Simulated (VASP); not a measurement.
Data:

```
CELL_PARAMETERS angstrom
      2.10872     1.21747     9.61412
     -2.10872     1.21747     9.61412
      0.00000    -2.43494     9.61412
ATOMIC_POSITIONS crystal
  Bi 0.39187 0.39187 0.39187
  Bi 0.60813 0.60813 0.60813
  Te 0.78682 0.78682 0.78682
  Te 0.21318 0.21318 0.21318
  S  0.00000 0.00000 0.00000
```

Method: LDA (Ceperley-Alder, Perdew-Zunger), VASP's LDA PAW potentials (set 64) (plane waves; VASP 6.6.1). Run with 400 eV cut-off, 7×7×7 Γ-centred mesh, tetrahedra with Blöchl corrections, potentials Bi_d Te S.

Unless said otherwise, spin-orbit coupling is left out, though it shifts the bands of the heavy elements here.

Question: Predict the energy per atom (σ→0), band gap (on the k-mesh) with the smallest direct gap where there is one.

Answer: 
| Property | Value |
|---|---|
| band gap (on the k-mesh) | 0.09 eV |
| smallest direct gap (on the k-mesh) | 0.09 eV |
| energy per atom (σ→0) | -4.563 eV/atom |

The absolute energy has meaning only against runs of the same code, potentials and settings.

The structure comes from a computed database's Bi2Te2S entry (R-3m); how it stands against other phases isn't given here. It was relaxed first, which changed the volume by -10 %.
